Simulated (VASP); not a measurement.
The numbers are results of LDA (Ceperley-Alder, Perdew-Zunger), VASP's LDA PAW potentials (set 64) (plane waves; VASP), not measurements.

VASP input:

File KPOINTS:
```
Automatic mesh
0
Gamma
3 5 3
0 0 0
```

### POSCAR
```
GaAu
1
    6.2670000000     0.0000000000     0.0000000000
    0.0000000000     3.4210000000     0.0000000000
    0.0000000000     0.0000000000     6.3970000000
Au Ga
4 4
Direct
  0.9900000000   0.7500000000   0.1840000000
  0.0100000000   0.2500000000   0.8160000000
  0.5100000000   0.2500000000   0.6840000000
  0.4900000000   0.7500000000   0.3160000000
  0.8050000000   0.7500000000   0.5900000000
  0.1950000000   0.2500000000   0.4100000000
  0.6950000000   0.2500000000   0.0900000000
  0.3050000000   0.7500000000   0.9100000000
```

**INCAR**
```
ALGO  =  Normal
EDIFF  =  1E-6
ENCUT  =  300
ISIF  =  2
ISMEAR  =  0
LASPH  =  .TRUE.
LCHARG  =  .FALSE.
LMAXMIX  =  6
LREAL  =  .FALSE.
LWAVE  =  .FALSE.
NELM  =  100
PREC  =  Accurate
SIGMA  =  0.1
SYSTEM  =  GaAu
```

POTCAR, in this order: Au Ga_d (LDA.64 set). Program: vasp_std.

Output of the run:

File OSZICAR:
```
       N       E                     dE             d eps       ncg     rms          rms(c)
DAV:   1     0.877687272123E+03    0.87769E+03   -0.30495E+04  1513   0.205E+03
DAV:   2     0.984538988355E+02   -0.77923E+03   -0.74725E+03  1472   0.593E+02
DAV:   3    -0.296845339128E+02   -0.12814E+03   -0.11972E+03  1526   0.168E+02
DAV:   4    -0.368434567261E+02   -0.71589E+01   -0.69839E+01  1622   0.435E+01
DAV:   5    -0.370823146243E+02   -0.23886E+00   -0.23812E+00  1854   0.784E+00    0.170E+01
DAV:   6    -0.341253806951E+02    0.29569E+01   -0.11677E+01  1494   0.173E+01    0.110E+01
DAV:   7    -0.340034809439E+02    0.12190E+00   -0.59694E-01  1688   0.630E+00    0.584E+00
DAV:   8    -0.339432971790E+02    0.60184E-01   -0.97655E-02  1926   0.182E+00    0.448E-01
DAV:   9    -0.339418577444E+02    0.14394E-02   -0.20214E-02  1556   0.141E+00    0.172E-01
DAV:  10    -0.339418753650E+02   -0.17621E-04   -0.16963E-03  1902   0.242E-01    0.598E-02
DAV:  11    -0.339418745150E+02    0.85001E-06   -0.86358E-05  1648   0.491E-02    0.148E-02
DAV:  12    -0.339418737061E+02    0.80896E-06   -0.15517E-05  1543   0.206E-02    0.602E-03
DAV:  13    -0.339418734136E+02    0.29250E-06   -0.17850E-06   958   0.847E-03
   1 F= -.33941873E+02 E0= -.33931736E+02  d E =-.202757E-01
```

### OUTCAR
```
------------------------ aborting loop because EDIFF is reached ----------------------------------------
  FORCE on cell =-STRESS in cart. coord.  units (eV):
  Direction    XX          YY          ZZ          XY          YZ          ZX
  --------------------------------------------------------------------------------------
  Total       -0.6303858      3.2776152     -3.1104826      0.0000000      0.0000000      0.0000000
  in kB       -7.3642396     38.2894767    -36.3370138      0.0000000      0.0000000      0.0000000
  external PRESSURE =      -1.8039256 kB  Pullay stress =       0.0000000 kB
  volume of cell :      137.15
      direct lattice vectors                 reciprocal lattice vectors
     6.267000000  0.000000000  0.000000000     0.159565981  0.000000000  0.000000000
     0.000000000  3.421000000  0.000000000     0.000000000  0.292312189  0.000000000
     0.000000000  0.000000000  6.397000000     0.000000000  0.000000000  0.156323277
 POSITION                                       TOTAL-FORCE (eV/Angst)
 -----------------------------------------------------------------------------------
      6.20433      2.56575      1.17705         0.225354      0.000000      0.443863
      0.06267      0.85525      5.21995        -0.225354      0.000000     -0.443863
      3.19617      0.85525      4.37555        -0.225354      0.000000      0.443863
      3.07083      2.56575      2.02145         0.225354      0.000000     -0.443863
      5.04493      2.56575      3.77423         0.559014     -0.000000     -0.482044
      1.22207      0.85525      2.62277        -0.559014      0.000000      0.482044
      4.35557      0.85525      0.57573        -0.559014     -0.000000     -0.482044
      1.91143      2.56575      5.82127         0.559014      0.000000      0.482044
 -----------------------------------------------------------------------------------
    total drift:                                0.000000      0.000000      0.000000
  FREE ENERGIE OF THE ION-ELECTRON SYSTEM (eV)
  ---------------------------------------------------
  free  energy   TOTEN  =       -33.9418734136 eV

  energy  without entropy=      -33.9215976716  energy(sigma->0) =      -33.93173554
```
(Selected blocks of OUTCAR.)

File OUTCAR:
```
 val. band max:        7.9554074793   @ k =   0.0000   0.4000   0.3333

 cond. band min:       8.0373766706   @ k =   0.3333   0.0000   0.3333


 Fermi energy:         7.9977581507

 k-point     1 :       0.0000    0.0000    0.0000
  band No.  band energies     occupation
      1      -7.2386      2.00000
      2      -7.2171      2.00000
      3      -7.1982      2.00000
      4      -7.1977      2.00000
      5      -7.1941      2.00000
      6      -7.1864      2.00000
      7      -7.1852      2.00000
      8      -7.1790      2.00000
      9      -7.1601      2.00000
     10      -7.1576      2.00000
     11      -7.1554      2.00000
     12      -7.1486      2.00000
     13      -7.1465      2.00000
     14      -7.1308      2.00000
     15      -7.1236      2.00000
     16      -7.1170      2.00000
     17      -7.1130      2.00000
     18      -7.1125      2.00000
     19      -7.1094      2.00000
     20      -7.0992      2.00000
     21      -3.3182      2.00000
     22      -0.7453      2.00000
     23      -0.0206      2.00000
     24       0.6049      2.00000
     25       0.7433      2.00000
     26       1.0844      2.00000
     27       1.5213      2.00000
     28       1.8073      2.00000
     29       1.9753      2.00000
     30       1.9880      2.00000
     31       2.1970      2.00000
     32       2.4015      2.00000
     33       2.4631      2.00000
     34       2.6377      2.00000
     35       2.7742      2.00000
     36       2.9450      2.00000
     37       3.1265      2.00000
     38       3.2134      2.00000
     39       3.4133      2.00000
     40       3.5928      2.00000
     41       3.6617      2.00000
     42       4.0453      2.00000
     43       4.0556      2.00000
     44       4.1273      2.00000
     45       4.7762      2.00000
     46       5.7786      2.00000
     47       6.4186      2.00000
     48       6.9824      2.00000
     49       8.4708      0.00000
     50       9.8098      0.00000
     51      11.9908      0.00000
...
```

At this cut-off the stress carries a Pulay error, which pulls relaxed volumes low. Unless said otherwise, spin-orbit coupling is left out, though it shifts the bands of the heavy elements here.

The structure comes from a measured GaAu entry of the Crystallography Open Database, whose conditions weren't checked. The cell was not relaxed at this level. The k-mesh is coarse (spacing up to 0.37 per Å, 2π included), so the numbers may not be converged in it.
